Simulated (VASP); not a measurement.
A convergence study with VASP on Ti (hcp): a few settings are varied, all else stays as given below, so the limit is that of these other settings.

```xyz
2
Lattice="1.4750 -2.5548 0.0000 1.4750 2.5548 0.0000 0.0000 0.0000 4.6800" Properties=species:S:1:pos:R:3 pbc="T T T"
Ti     1.4750     0.8516     1.1700
Ti     1.4750    -0.8516     3.5100
```

Calculation: PBEsol GGA, VASP's PBE PAW potentials (set 64) (plane waves; VASP). The last row used: 550 eV cut-off, 22×22×12 Γ-centred mesh, second-order Methfessel-Paxton smearing of 0.40 eV, potentials Ti_sv.

```tsv
setting	E (eV/atom)	pressure (GPa)	irreducible k-points
ISMEAR = -1, SIGMA = 0.01, 8×8×4 mesh	-8.3287	-6.22	30
ISMEAR = -1, SIGMA = 0.1, 8×8×4 mesh	-8.3256	-5.94	30
ISMEAR = 0, SIGMA = 0.01, 8×8×4 mesh	-8.3286	-6.25	30
ISMEAR = 0, SIGMA = 0.1, 8×8×4 mesh	-8.3291	-6.16	30
ISMEAR = 1, SIGMA = 0.01, 8×8×4 mesh	-8.3286	-6.25	30
ISMEAR = 1, SIGMA = 0.2, 8×8×4 mesh	-8.3289	-6.17	30
ISMEAR = 2, SIGMA = 0.05, 8×8×4 mesh	-8.3287	-6.21	30
ISMEAR = 2, SIGMA = 0.2, 8×8×4 mesh	-8.3294	-6.16	30
ISMEAR = -1, SIGMA = 0.01, 16×16×9 mesh	-8.3212	-6.02	150
ISMEAR = -1, SIGMA = 0.2, 16×16×9 mesh	-8.3116	-5.02	150
ISMEAR = 0, SIGMA = 0.01, 16×16×9 mesh	-8.3212	-6.05	150
ISMEAR = 0, SIGMA = 0.2, 16×16×9 mesh	-8.3206	-5.89	150
ISMEAR = 1, SIGMA = 0.01, 16×16×9 mesh	-8.3212	-6.06	150
ISMEAR = 1, SIGMA = 0.4, 16×16×9 mesh	-8.3207	-6.11	150
ISMEAR = 2, SIGMA = 0.05, 16×16×9 mesh	-8.3212	-6.02	150
ISMEAR = 2, SIGMA = 0.4, 16×16×9 mesh	-8.3205	-6.03	150
ISMEAR = -1, SIGMA = 0.05, 22×22×12 mesh	-8.3209	-5.94	364
ISMEAR = -1, SIGMA = 0.2, 22×22×12 mesh	-8.3116	-5.02	364
ISMEAR = 0, SIGMA = 0.05, 22×22×12 mesh	-8.3210	-5.98	364
ISMEAR = 0, SIGMA = 0.2, 22×22×12 mesh	-8.3205	-5.88	364
ISMEAR = 1, SIGMA = 0.05, 22×22×12 mesh	-8.3209	-5.98	364
ISMEAR = 1, SIGMA = 0.4, 22×22×12 mesh	-8.3207	-6.11	364
ISMEAR = 2, SIGMA = 0.1, 22×22×12 mesh	-8.3210	-5.99	364
ISMEAR = 2, SIGMA = 0.4, 22×22×12 mesh	-8.3204	-6.03	364
```

VASP warned of too few bands at ISMEAR = -1, SIGMA = 0.2, 16×16×9 mesh; ISMEAR = 1, SIGMA = 0.4, 16×16×9 mesh; ISMEAR = -1, SIGMA = 0.2, 22×22×12 mesh; ISMEAR = 1, SIGMA = 0.4, 22×22×12 mesh.

Left out are rungs that failed or repeat a setting and relaxations that didn't move; long series are thinned to 24 rows.

The compound is Ti in the hcp structure. The cell was not relaxed at this level.
